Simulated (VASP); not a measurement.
These are AM05 GGA, VASP's PBE PAW potentials (set 64) (plane waves; VASP 6.6.1) values and carry that method's errors.

The input files of a VASP run:

### INCAR
```
ALGO  =  Normal
EDIFF  =  1E-7
EDIFFG  =  -0.01
ENCUT  =  520
GGA  =  AM
IBRION  =  2
ISIF  =  4
ISMEAR  =  0
LASPH  =  .TRUE.
LCHARG  =  .FALSE.
LREAL  =  .FALSE.
LWAVE  =  .FALSE.
NELM  =  100
NSW  =  30
PREC  =  Accurate
SIGMA  =  0.05
SYSTEM  =  SiO2
```

File KPOINTS:
```
Automatic mesh
0
Gamma
5 5 8
0 0 0
```

POSCAR:
```
SiO2
1
    4.2371470957     0.0000000000     0.0000000000
    0.0000000000     4.2371470957     0.0000000000
    0.0000000000     0.0000000000     2.7070262063
Si O
2 4
Direct
  1.0000000000   1.0000000000   0.0000000000
  0.5000000000   0.5000000000   0.5000000000
  0.3060938280   0.3060938280   0.0000000000
  0.8060938280   0.1939061720   0.5000000000
  0.1939061720   0.8060938280   0.5000000000
  0.6939061720   0.6939061720   1.0000000000
```

POTCAR, in this order: Si O (PBE.64 set). Program: vasp_std.

Problem. Predict the energy per atom (σ→0), band gap (on the k-mesh).

Solution. 
```json
{
 "energy per atom (σ→0)": "-770.5 kJ/mol of atoms",
 "band gap (on the k-mesh)": "4.98 eV"
}
```

**OSZICAR**
```
...
   4 F= -.47912780E+02 E0= -.47912780E+02  d E =-.257634E-03
       N       E                     dE             d eps       ncg     rms          rms(c)
DAV:   1    -0.479128730632E+02   -0.92882E-04   -0.51240E-03  1312   0.631E-01    0.501E-02
DAV:   2    -0.479128396566E+02    0.33407E-04   -0.54264E-05  1388   0.628E-02    0.280E-02
DAV:   3    -0.479128220220E+02    0.17635E-04   -0.22059E-05  1400   0.422E-02    0.159E-03
DAV:   4    -0.479128222027E+02   -0.18064E-06   -0.15349E-06  1352   0.974E-03    0.154E-03
DAV:   5    -0.479128222181E+02   -0.15484E-07   -0.17079E-08   748   0.127E-03
   5 F= -.47912822E+02 E0= -.47912822E+02  d E =-.299659E-03
```

The compound is SiO2 in the rutile structure, stishovite, a high-pressure form. This cell is one point of a volume scan, at 1.03 of the reference volume. Symmetry was kept, so distortions that lower it aren't found.
